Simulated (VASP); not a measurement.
# NbTe (P-6m2) in VASP: settings compared, part 3 of 4

VASP 6.6.1. The steps go on from the part before.

## Step 28: Equation of state, PBE, 21.28 Å³/atom

INCAR reads:

```
SYSTEM = NbTe
ADDGRID = .FALSE.
ALGO = Normal
EDIFF = 1E-7
ENCUT = 340
GGA = PE
ISIF = 2
ISMEAR = 0
LASPH = .TRUE.
LCHARG = .FALSE.
LREAL = .FALSE.
LWAVE = .FALSE.
NELM = 100
PREC = Accurate
SIGMA = 0.05
```

KPOINTS reads:

```
k-points
0
G
  4 4 4
  0 0 0
```

POSCAR reads:

```
NbTe
1.0
    3.6655680475      0.0000000000      0.0000000000
   -1.8327840237      3.1744750484      0.0000000000
    0.0000000000      0.0000000000      3.6568931860
Te Nb
1 1
Direct
    0.6666666667      0.3333333333      0.0000000000
    0.0000000000      0.0000000000      0.5000000000
```

Run with:

```console
$ cat potpaw_PBE.64/Te/POTCAR potpaw_PBE.64/Nb_pv/POTCAR > POTCAR
$ mpirun -np 1 vasp_std > vasp.out
```

It took 4.1 s on 1 thread of Intel Xeon Platinum 8488C (Sapphire Rapids), shared host; peak memory 0.13 GiB.

The run converged, but some of its settings lie outside the range that counts as converged, so its numbers aren't taken as properties of the crystal.

What came out:

```yaml
Free_energy: -13.4858 eV
Pressure: 3.8 GPa
Band_gap_on_the_k_mesh: none (metal or under the smearing width)
```

Caveat: the k mesh is coarse (spacing up to 0.49 Å⁻¹), so the values aren't converged.

## Step 29: Equation of state, PBE, 22.59 Å³/atom

INCAR is that of step 28.

KPOINTS is that of step 28.

POSCAR reads:

```
NbTe
1.0
    3.7396398839      0.0000000000      0.0000000000
   -1.8698199419      3.2386231405      0.0000000000
    0.0000000000      0.0000000000      3.7307897254
Te Nb
1 1
Direct
    0.6666666667      0.3333333333      0.0000000000
    0.0000000000      0.0000000000      0.5000000000
```

Run with:

```console
$ cat potpaw_PBE.64/Te/POTCAR potpaw_PBE.64/Nb_pv/POTCAR > POTCAR
$ mpirun -np 1 vasp_std > vasp.out
```

Wall time 4.1 s (1 thread of Intel Xeon Platinum 8488C (Sapphire Rapids), shared host); peak memory 0.13 GiB.

The run converged, but some of its settings lie outside the range that counts as converged, so its numbers aren't taken as properties of the crystal.

Results:

| Quantity | Value |
| --- | --- |
| Free energy | -13.4867 eV |
| Pressure | -3.5 GPa |
| Band gap on the k mesh | none (metal or under the smearing width) |

Caveat: the k mesh is coarse (spacing up to 0.49 Å⁻¹), so the values aren't converged.

## Step 30: Equation of state, PBE, 21.28 Å³/atom

Edit INCAR of step 29 so:

```diff
@@ -4,3 +4,3 @@
 EDIFF = 1E-7
-ENCUT = 340
+ENCUT = 650
 GGA = PE
```

KPOINTS reads:

```
k-points
0
G
  3 3 3
  0 0 0
```

POSCAR reads:

```
NbTe
1.0
    3.6655680475      0.0000000000      0.0000000000
   -1.8327840237      3.1744750484      0.0000000000
    0.0000000000      0.0000000000      3.6568931860
Te Nb
1 1
Direct
    0.6666666667      0.3333333333      0.0000000000
    0.0000000000      0.0000000000      0.5000000000
```

Potentials or basis: VASP PAW PBE potentials, release 64 (Te, Nb_pv).

Run with:

```console
$ cat potpaw_PBE.64/Te/POTCAR potpaw_PBE.64/Nb_pv/POTCAR > POTCAR
$ mpirun -np 1 vasp_std > vasp.out
```

Wall time 6 s (1 thread of Intel Xeon Platinum 8488C (Sapphire Rapids), shared host); peak memory 0.16 GiB.

These settings aren't checked as converged: the numbers below hold their error.

Results:

```yaml
Free_energy: -13.2245 eV
Pressure: 6.1 GPa
Band_gap_on_the_k_mesh: none (metal or under the smearing width)
```

Caveat: the k mesh is coarse (spacing up to 0.66 Å⁻¹), so the values aren't converged.

## Step 31: Equation of state, PBE, 22.59 Å³/atom

INCAR is that of step 30.

KPOINTS is that of step 30.

POSCAR reads:

```
NbTe
1.0
    3.7396398839      0.0000000000      0.0000000000
   -1.8698199419      3.2386231405      0.0000000000
    0.0000000000      0.0000000000      3.7307897254
Te Nb
1 1
Direct
    0.6666666667      0.3333333333      0.0000000000
    0.0000000000      0.0000000000      0.5000000000
```

Run with:

```console
$ cat potpaw_PBE.64/Te/POTCAR potpaw_PBE.64/Nb_pv/POTCAR > POTCAR
$ mpirun -np 1 vasp_std > vasp.out
```

Run time: 7.1 s. Hardware: 1 thread of Intel Xeon Platinum 8488C (Sapphire Rapids), shared host; peak memory 0.17 GiB.

The run converged, but some of its settings lie outside the range that counts as converged, so its numbers aren't taken as properties of the crystal.

What came out:

```yaml
Free_energy: -13.2582 eV
Pressure: -1.6 GPa
Band_gap_on_the_k_mesh: none (metal or under the smearing width)
```

Caveat: the k mesh is coarse (spacing up to 0.65 Å⁻¹), so the values aren't converged.

## Step 32: Equation of state, PBE, 21.28 Å³/atom

Edit INCAR of step 31 so:

```diff
@@ -4,3 +4,3 @@
 EDIFF = 1E-7
-ENCUT = 650
+ENCUT = 400
 GGA = PE
```

KPOINTS reads:

```
k-points
0
G
  4 4 4
  0 0 0
```

POSCAR reads:

```
NbTe
1.0
    3.6655680475      0.0000000000      0.0000000000
   -1.8327840237      3.1744750484      0.0000000000
    0.0000000000      0.0000000000      3.6568931860
Te Nb
1 1
Direct
    0.6666666667      0.3333333333      0.0000000000
    0.0000000000      0.0000000000      0.5000000000
```

Run with:

```console
$ cat potpaw_PBE.64/Te/POTCAR potpaw_PBE.64/Nb_pv/POTCAR > POTCAR
$ mpirun -np 1 vasp_std > vasp.out
```

Run time: 4.6 s. Hardware: 1 thread of Intel Xeon Platinum 8488C (Sapphire Rapids), shared host; peak memory 0.13 GiB.

The run converged, but some of its settings lie outside the range that counts as converged, so its numbers aren't taken as properties of the crystal.

What came out:

- Free energy: -13.4866 eV
- Pressure: 3.9 GPa
- Band gap on the k mesh: none (metal or under the smearing width)

Caveat: the k mesh is coarse (spacing up to 0.49 Å⁻¹), so the values aren't converged.

## Step 33: Equation of state, PBE, 22.59 Å³/atom

INCAR is that of step 32.

KPOINTS is that of step 32.

POSCAR reads:

```
NbTe
1.0
    3.7396398839      0.0000000000      0.0000000000
   -1.8698199419      3.2386231405      0.0000000000
    0.0000000000      0.0000000000      3.7307897254
Te Nb
1 1
Direct
    0.6666666667      0.3333333333      0.0000000000
    0.0000000000      0.0000000000      0.5000000000
```

Potentials or basis: VASP PAW PBE potentials, release 64 (Te, Nb_pv).

Run with:

```console
$ cat potpaw_PBE.64/Te/POTCAR potpaw_PBE.64/Nb_pv/POTCAR > POTCAR
$ mpirun -np 1 vasp_std > vasp.out
```

Wall time 4.8 s (1 thread of Intel Xeon Platinum 8488C (Sapphire Rapids), shared host); peak memory 0.13 GiB.

These settings aren't checked as converged: the numbers below hold their error.

What came out:

| Quantity | Value |
| --- | --- |
| Free energy | -13.4875 eV |
| Pressure | -3.4 GPa |
| Band gap on the k mesh | none (metal or under the smearing width) |

Caveat: the k mesh is coarse (spacing up to 0.49 Å⁻¹), so the values aren't converged.

## Step 34: Equation of state, PBE, 21.28 Å³/atom

Edit INCAR of step 33 so:

```diff
@@ -4,3 +4,3 @@
 EDIFF = 1E-7
-ENCUT = 400
+ENCUT = 460
 GGA = PE
```

KPOINTS is that of step 33.

POSCAR reads:

```
NbTe
1.0
    3.6655680475      0.0000000000      0.0000000000
   -1.8327840237      3.1744750484      0.0000000000
    0.0000000000      0.0000000000      3.6568931860
Te Nb
1 1
Direct
    0.6666666667      0.3333333333      0.0000000000
    0.0000000000      0.0000000000      0.5000000000
```

Run with:

```console
$ cat potpaw_PBE.64/Te/POTCAR potpaw_PBE.64/Nb_pv/POTCAR > POTCAR
$ mpirun -np 1 vasp_std > vasp.out
```

It took 6.9 s on 1 thread of Intel Xeon Platinum 8488C (Sapphire Rapids), shared host; peak memory 0.15 GiB.

The run converged, but some of its settings lie outside the range that counts as converged, so its numbers aren't taken as properties of the crystal.

What came out:

* Free energy: -13.4871 eV
* Pressure: 3.9 GPa
* Band gap on the k mesh: none (metal or under the smearing width)

Caveat: the k mesh is coarse (spacing up to 0.49 Å⁻¹), so the values aren't converged.

## Step 35: Equation of state, PBE, 22.59 Å³/atom

INCAR is that of step 34.

KPOINTS is that of step 34.

POSCAR reads:

```
NbTe
1.0
    3.7396398839      0.0000000000      0.0000000000
   -1.8698199419      3.2386231405      0.0000000000
    0.0000000000      0.0000000000      3.7307897254
Te Nb
1 1
Direct
    0.6666666667      0.3333333333      0.0000000000
    0.0000000000      0.0000000000      0.5000000000
```

Run with:

```console
$ cat potpaw_PBE.64/Te/POTCAR potpaw_PBE.64/Nb_pv/POTCAR > POTCAR
$ mpirun -np 1 vasp_std > vasp.out
```

Run time: 7.4 s. Hardware: 1 thread of Intel Xeon Platinum 8488C (Sapphire Rapids), shared host; peak memory 0.15 GiB.

The run converged, but some of its settings lie outside the range that counts as converged, so its numbers aren't taken as properties of the crystal.

Results:

```yaml
Free_energy: -13.4880 eV
Pressure: -3.4 GPa
Band_gap_on_the_k_mesh: none (metal or under the smearing width)
```

Caveat: the k mesh is coarse (spacing up to 0.49 Å⁻¹), so the values aren't converged.

## Step 36: Equation of state, PBE, 21.28 Å³/atom

Edit INCAR of step 35 so:

```diff
@@ -4,3 +4,3 @@
 EDIFF = 1E-7
-ENCUT = 460
+ENCUT = 520
 GGA = PE
```

KPOINTS is that of step 35.

POSCAR reads:

```
NbTe
1.0
    3.6655680475      0.0000000000      0.0000000000
   -1.8327840237      3.1744750484      0.0000000000
    0.0000000000      0.0000000000      3.6568931860
Te Nb
1 1
Direct
    0.6666666667      0.3333333333      0.0000000000
    0.0000000000      0.0000000000      0.5000000000
```

Potentials or basis: VASP PAW PBE potentials, release 64 (Te, Nb_pv).

Run with:

```console
$ cat potpaw_PBE.64/Te/POTCAR potpaw_PBE.64/Nb_pv/POTCAR > POTCAR
$ mpirun -np 1 vasp_std > vasp.out
```

It took 7.3 s on 1 thread of Intel Xeon Platinum 8488C (Sapphire Rapids), shared host; peak memory 0.15 GiB.

The run converged, but some of its settings lie outside the range that counts as converged, so its numbers aren't taken as properties of the crystal.

What came out:

```
Free energy            : -13.4879 eV
Pressure               : 3.9 GPa
Band gap on the k mesh : none (metal or under the smearing width)
```

Caveat: the k mesh is coarse (spacing up to 0.49 Å⁻¹), so the values aren't converged.

## Step 37: Equation of state, PBE, 22.59 Å³/atom

INCAR is that of step 36.

KPOINTS is that of step 36.

POSCAR reads:

```
NbTe
1.0
    3.7396398839      0.0000000000      0.0000000000
   -1.8698199419      3.2386231405      0.0000000000
    0.0000000000      0.0000000000      3.7307897254
Te Nb
1 1
Direct
    0.6666666667      0.3333333333      0.0000000000
    0.0000000000      0.0000000000      0.5000000000
```

Run with:

```console
$ cat potpaw_PBE.64/Te/POTCAR potpaw_PBE.64/Nb_pv/POTCAR > POTCAR
$ mpirun -np 1 vasp_std > vasp.out
```

Run time: 7.5 s. Hardware: 1 thread of Intel Xeon Platinum 8488C (Sapphire Rapids), shared host; peak memory 0.15 GiB.

These settings aren't checked as converged: the numbers below hold their error.

Results:

```yaml
Free_energy: -13.4887 eV
Pressure: -3.4 GPa
Band_gap_on_the_k_mesh: none (metal or under the smearing width)
```

Caveat: the k mesh is coarse (spacing up to 0.49 Å⁻¹), so the values aren't converged.

## Step 38: Equation of state, PBE, 21.28 Å³/atom

Edit INCAR of step 37 so:

```diff
@@ -4,3 +4,3 @@
 EDIFF = 1E-7
-ENCUT = 520
+ENCUT = 650
 GGA = PE
```

KPOINTS is that of step 37.

POSCAR reads:

```
NbTe
1.0
    3.6655680475      0.0000000000      0.0000000000
   -1.8327840237      3.1744750484      0.0000000000
    0.0000000000      0.0000000000      3.6568931860
Te Nb
1 1
Direct
    0.6666666667      0.3333333333      0.0000000000
    0.0000000000      0.0000000000      0.5000000000
```

Run with:

```console
$ cat potpaw_PBE.64/Te/POTCAR potpaw_PBE.64/Nb_pv/POTCAR > POTCAR
$ mpirun -np 1 vasp_std > vasp.out
```

Run time: 9 s. Hardware: 1 thread of Intel Xeon Platinum 8488C (Sapphire Rapids), shared host; peak memory 0.17 GiB.

The run converged, but some of its settings lie outside the range that counts as converged, so its numbers aren't taken as properties of the crystal.

Results:

| Item | Value |
| --- | --- |
| Free energy | -13.4883 eV |
| Pressure | 3.9 GPa |
| Band gap on the k mesh | none (metal or under the smearing width) |

Caveat: the k mesh is coarse (spacing up to 0.49 Å⁻¹), so the values aren't converged.

## Step 39: Equation of state, PBE, 22.59 Å³/atom

INCAR is that of step 38.

KPOINTS is that of step 38.

POSCAR reads:

```
NbTe
1.0
    3.7396398839      0.0000000000      0.0000000000
   -1.8698199419      3.2386231405      0.0000000000
    0.0000000000      0.0000000000      3.7307897254
Te Nb
1 1
Direct
    0.6666666667      0.3333333333      0.0000000000
    0.0000000000      0.0000000000      0.5000000000
```

Potentials or basis: VASP PAW PBE potentials, release 64 (Te, Nb_pv).

Run with:

```console
$ cat potpaw_PBE.64/Te/POTCAR potpaw_PBE.64/Nb_pv/POTCAR > POTCAR
$ mpirun -np 1 vasp_std > vasp.out
```

Wall time 9.9 s (1 thread of Intel Xeon Platinum 8488C (Sapphire Rapids), shared host); peak memory 0.17 GiB.

These settings aren't checked as converged: the numbers below hold their error.

What came out:

```
Free energy            : -13.4891 eV
Pressure               : -3.4 GPa
Band gap on the k mesh : none (metal or under the smearing width)
```

Caveat: the k mesh is coarse (spacing up to 0.49 Å⁻¹), so the values aren't converged.

## Step 40: Equation of state, PBE, 21.28 Å³/atom

Edit INCAR of step 39 so:

```diff
@@ -4,3 +4,3 @@
 EDIFF = 1E-7
-ENCUT = 650
+ENCUT = 280
 GGA = PE
```

KPOINTS reads:

```
k-points
0
G
  7 7 6
  0 0 0
```

POSCAR reads:

```
NbTe
1.0
    3.6655680475      0.0000000000      0.0000000000
   -1.8327840237      3.1744750484      0.0000000000
    0.0000000000      0.0000000000      3.6568931860
Te Nb
1 1
Direct
    0.6666666667      0.3333333333      0.0000000000
    0.0000000000      0.0000000000      0.5000000000
```

Run with:

```console
$ cat potpaw_PBE.64/Te/POTCAR potpaw_PBE.64/Nb_pv/POTCAR > POTCAR
$ mpirun -np 1 vasp_std > vasp.out
```

Run time: 6.2 s. Hardware: 1 thread of Intel Xeon Platinum 8488C (Sapphire Rapids), shared host; peak memory 0.13 GiB.

These settings aren't checked as converged: the numbers below hold their error.

What came out:

```yaml
Free_energy: -13.4813 eV
Pressure: 3.5 GPa
Band_gap_on_the_k_mesh: none (metal or under the smearing width)
```

## Step 41: Equation of state, PBE, 22.59 Å³/atom

INCAR is that of step 40.

KPOINTS is that of step 40.

POSCAR reads:

```
NbTe
1.0
    3.7396398839      0.0000000000      0.0000000000
   -1.8698199419      3.2386231405      0.0000000000
    0.0000000000      0.0000000000      3.7307897254
Te Nb
1 1
Direct
    0.6666666667      0.3333333333      0.0000000000
    0.0000000000      0.0000000000      0.5000000000
```

Run with:

```console
$ cat potpaw_PBE.64/Te/POTCAR potpaw_PBE.64/Nb_pv/POTCAR > POTCAR
$ mpirun -np 1 vasp_std > vasp.out
```

It took 5.5 s on 1 thread of Intel Xeon Platinum 8488C (Sapphire Rapids), shared host; peak memory 0.12 GiB.

These settings aren't checked as converged: the numbers below hold their error.

What came out:

```
Free energy            : -13.4835 eV
Pressure               : -3.8 GPa
Band gap on the k mesh : none (metal or under the smearing width)
```

## Step 42: Equation of state, PBE, 21.28 Å³/atom

Edit INCAR of step 41 so:

```diff
@@ -4,3 +4,3 @@
 EDIFF = 1E-7
-ENCUT = 280
+ENCUT = 340
 GGA = PE
```

KPOINTS is that of step 41.

POSCAR reads:

```
NbTe
1.0
    3.6655680475      0.0000000000      0.0000000000
   -1.8327840237      3.1744750484      0.0000000000
    0.0000000000      0.0000000000      3.6568931860
Te Nb
1 1
Direct
    0.6666666667      0.3333333333      0.0000000000
    0.0000000000      0.0000000000      0.5000000000
```

Potentials or basis: VASP PAW PBE potentials, release 64 (Te, Nb_pv).

Run with:

```console
$ cat potpaw_PBE.64/Te/POTCAR potpaw_PBE.64/Nb_pv/POTCAR > POTCAR
$ mpirun -np 1 vasp_std > vasp.out
```

It took 6.7 s on 1 thread of Intel Xeon Platinum 8488C (Sapphire Rapids), shared host; peak memory 0.13 GiB.

These settings aren't checked as converged: the numbers below hold their error.

What came out:

```yaml
Free_energy: -13.4938 eV
Pressure: 3.9 GPa
Band_gap_on_the_k_mesh: none (metal or under the smearing width)
```

## Step 43: Equation of state, PBE, 22.59 Å³/atom

INCAR is that of step 42.

KPOINTS is that of step 42.

POSCAR reads:

```
NbTe
1.0
    3.7396398839      0.0000000000      0.0000000000
   -1.8698199419      3.2386231405      0.0000000000
    0.0000000000      0.0000000000      3.7307897254
Te Nb
1 1
Direct
    0.6666666667      0.3333333333      0.0000000000
    0.0000000000      0.0000000000      0.5000000000
```

Run with:

```console
$ cat potpaw_PBE.64/Te/POTCAR potpaw_PBE.64/Nb_pv/POTCAR > POTCAR
$ mpirun -np 1 vasp_std > vasp.out
```

Run time: 7 s. Hardware: 1 thread of Intel Xeon Platinum 8488C (Sapphire Rapids), shared host; peak memory 0.13 GiB.

These settings aren't checked as converged: the numbers below hold their error.

What came out:

```
Free energy            : -13.4954 eV
Pressure               : -3.5 GPa
Band gap on the k mesh : none (metal or under the smearing width)
```

## Step 44: Equation of state, PBE, 21.28 Å³/atom

Edit INCAR of step 43 so:

```diff
@@ -4,3 +4,3 @@
 EDIFF = 1E-7
-ENCUT = 340
+ENCUT = 400
 GGA = PE
```

KPOINTS is that of step 43.

POSCAR reads:

```
NbTe
1.0
    3.6655680475      0.0000000000      0.0000000000
   -1.8327840237      3.1744750484      0.0000000000
    0.0000000000      0.0000000000      3.6568931860
Te Nb
1 1
Direct
    0.6666666667      0.3333333333      0.0000000000
    0.0000000000      0.0000000000      0.5000000000
```

Run with:

```console
$ cat potpaw_PBE.64/Te/POTCAR potpaw_PBE.64/Nb_pv/POTCAR > POTCAR
$ mpirun -np 1 vasp_std > vasp.out
```

It took 7.1 s on 1 thread of Intel Xeon Platinum 8488C (Sapphire Rapids), shared host; peak memory 0.14 GiB.

The run converged, but some of its settings lie outside the range that counts as converged, so its numbers aren't taken as properties of the crystal.

What came out:

```yaml
Free_energy: -13.4947 eV
Pressure: 3.9 GPa
Band_gap_on_the_k_mesh: none (metal or under the smearing width)
```

## Step 45: Equation of state, PBE, 22.59 Å³/atom

INCAR is that of step 44.

KPOINTS is that of step 44.

POSCAR reads:

```
NbTe
1.0
    3.7396398839      0.0000000000      0.0000000000
   -1.8698199419      3.2386231405      0.0000000000
    0.0000000000      0.0000000000      3.7307897254
Te Nb
1 1
Direct
    0.6666666667      0.3333333333      0.0000000000
    0.0000000000      0.0000000000      0.5000000000
```

Potentials or basis: VASP PAW PBE potentials, release 64 (Te, Nb_pv).

Run with:

```console
$ cat potpaw_PBE.64/Te/POTCAR potpaw_PBE.64/Nb_pv/POTCAR > POTCAR
$ mpirun -np 1 vasp_std > vasp.out
```

It took 7.2 s on 1 thread of Intel Xeon Platinum 8488C (Sapphire Rapids), shared host; peak memory 0.14 GiB.

These settings aren't checked as converged: the numbers below hold their error.

What came out:

```
Free energy            : -13.4962 eV
Pressure               : -3.4 GPa
Band gap on the k mesh : none (metal or under the smearing width)
```

## Step 46: Equation of state, PBE, 21.28 Å³/atom

Edit INCAR of step 45 so:

```diff
@@ -4,3 +4,3 @@
 EDIFF = 1E-7
-ENCUT = 400
+ENCUT = 460
 GGA = PE
```

KPOINTS is that of step 45.

POSCAR reads:

```
NbTe
1.0
    3.6655680475      0.0000000000      0.0000000000
   -1.8327840237      3.1744750484      0.0000000000
    0.0000000000      0.0000000000      3.6568931860
Te Nb
1 1
Direct
    0.6666666667      0.3333333333      0.0000000000
    0.0000000000      0.0000000000      0.5000000000
```

Run with:

```console
$ cat potpaw_PBE.64/Te/POTCAR potpaw_PBE.64/Nb_pv/POTCAR > POTCAR
$ mpirun -np 1 vasp_std > vasp.out
```

It took 13 s on 1 thread of Intel Xeon Platinum 8488C (Sapphire Rapids), shared host; peak memory 0.16 GiB.

The run converged, but some of its settings lie outside the range that counts as converged, so its numbers aren't taken as properties of the crystal.

What came out:

```
Free energy            : -13.4953 eV
Pressure               : 3.9 GPa
Band gap on the k mesh : none (metal or under the smearing width)
```

## Step 47: Equation of state, PBE, 22.59 Å³/atom

INCAR is that of step 46.

KPOINTS is that of step 46.

POSCAR reads:

```
NbTe
1.0
    3.7396398839      0.0000000000      0.0000000000
   -1.8698199419      3.2386231405      0.0000000000
    0.0000000000      0.0000000000      3.7307897254
Te Nb
1 1
Direct
    0.6666666667      0.3333333333      0.0000000000
    0.0000000000      0.0000000000      0.5000000000
```

Run with:

```console
$ cat potpaw_PBE.64/Te/POTCAR potpaw_PBE.64/Nb_pv/POTCAR > POTCAR
$ mpirun -np 1 vasp_std > vasp.out
```

It took 13 s on 1 thread of Intel Xeon Platinum 8488C (Sapphire Rapids), shared host; peak memory 0.16 GiB.

These settings aren't checked as converged: the numbers below hold their error.

Results:

```
Free energy            : -13.4967 eV
Pressure               : -3.4 GPa
Band gap on the k mesh : none (metal or under the smearing width)
```

## Step 48: Equation of state, PBE, 21.28 Å³/atom

Edit INCAR of step 47 so:

```diff
@@ -14,2 +14,2 @@
 PREC = Accurate
-SIGMA = 0.05
+SIGMA = 0.5
```

KPOINTS is that of step 47.

POSCAR reads:

```
NbTe
1.0
    3.6655680475      0.0000000000      0.0000000000
   -1.8327840237      3.1744750484      0.0000000000
    0.0000000000      0.0000000000      3.6568931860
Te Nb
1 1
Direct
    0.6666666667      0.3333333333      0.0000000000
    0.0000000000      0.0000000000      0.5000000000
```

Potentials or basis: VASP PAW PBE potentials, release 64 (Te, Nb_pv).

Run with:

```console
$ cat potpaw_PBE.64/Te/POTCAR potpaw_PBE.64/Nb_pv/POTCAR > POTCAR
$ mpirun -np 1 vasp_std > vasp.out
```

It took 13 s on 1 thread of Intel Xeon Platinum 8488C (Sapphire Rapids), shared host; peak memory 0.16 GiB.

The run converged, but some of its settings lie outside the range that counts as converged, so its numbers aren't taken as properties of the crystal.

What came out:

| Property | Result |
| --- | --- |
| Free energy | -13.5816 eV |
| Pressure | 4.5 GPa |
| Band gap on the k mesh | none (metal or under the smearing width) |

(Part 3 of 4 ends here.)
